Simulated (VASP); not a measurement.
The cell holds one Ca (fcc) (111) slab, with vacuum along c, ions free to move until forces fall under 0.03 eV/Å, no reconstruction beyond this cell, dipole correction on.

Data:

```yaml
crystal:
  lattice:
    - [3.85820, 0.00000, 0.00000]
    - [-1.92910, 3.34130, 0.00000]
    - [0.00000, 0.00000, 24.11812]
  atoms:
    - { symbol: Ca, position: [0.33333, 0.66667, 0.37365] }
    - { symbol: Ca, position: [0.00000, 0.00000, 0.50000] }
    - { symbol: Ca, position: [0.66667, 0.33333, 0.62635] }
```

Method: PBEsol GGA, VASP's PBE PAW potentials (set 64) (plane waves; VASP). Settings: 400 eV cut-off, 8×8×1 Γ-centred mesh, first-order Methfessel-Paxton smearing of 0.10 eV, potentials Ca_sv.

Slab and bulk use different k-meshes, so the surface energy is good to a few per cent at best.

Q: Predict its surface energy, work function, band gap (on the k-mesh).

A: 
```yaml
surface_energy: 0.50 J/m²
work_function: 2.96 eV
band gap (on the k-mesh): none (metal, semimetal or under 0.01 eV)
```

The cell is a thin slab with vacuum, built from Ca (fcc): (111) face.
